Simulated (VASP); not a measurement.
Set up this calculation in VASP 6.6.1, as the native input.

```yaml
Task: single point
Functional: PBE
Potentials_or_basis: VASP PAW PBE potentials, release 64 (Si, C)
Cutoff: 600 eV
k_mesh: 10 × 10 × 10
Occupations: gaussian, width 0.02 eV
Spin: no spin polarisation
Further_INCAR_settings: ALGO = Normal; EDIFF = 1e-07; NBANDS = 11
```

The structure of SiC lies in POSCAR:

```
SiC
1.0
    0.0000000000      2.1790000000      2.1790000000
    2.1790000000      0.0000000000      2.1790000000
    2.1790000000      2.1790000000      0.0000000000
Si C
1 1
Direct
    0.0000000000      0.0000000000      0.0000000000
    0.2500000000      0.2500000000      0.2500000000
```

One way to write it, as run:

INCAR

```
ALGO = Normal ; EDIFF = 1E-7
ENCUT = 600 ; GGA = PE
ISIF = 2 ; ISMEAR = 0
LASPH = True ; LCHARG = False
LREAL = False ; LWAVE = False
NBANDS = 11 ; NELM = 100
PREC = Accurate ; SIGMA = 0.02
```

KPOINTS

```
k-points
0
Gamma
  10 10 10
```

Potentials or basis: VASP PAW PBE potentials, release 64 (Si, C).

Launch:

```bash
$ cat potpaw_PBE.64/Si/POTCAR potpaw_PBE.64/C/POTCAR > POTCAR
$ mpirun -np 1 vasp_std > vasp.out
```

Results of the run:

| Property | Result |
| --- | --- |
| Pressure | 3.1 GPa |
| Band gap on the k mesh | 1.36 eV, indirect (least direct gap 4.54 eV) |

Wall time 9 s on 1 thread of Intel(R) Xeon(R) Platinum 8488C (Sapphire Rapids) (shared host), peak memory 0.15 GiB.
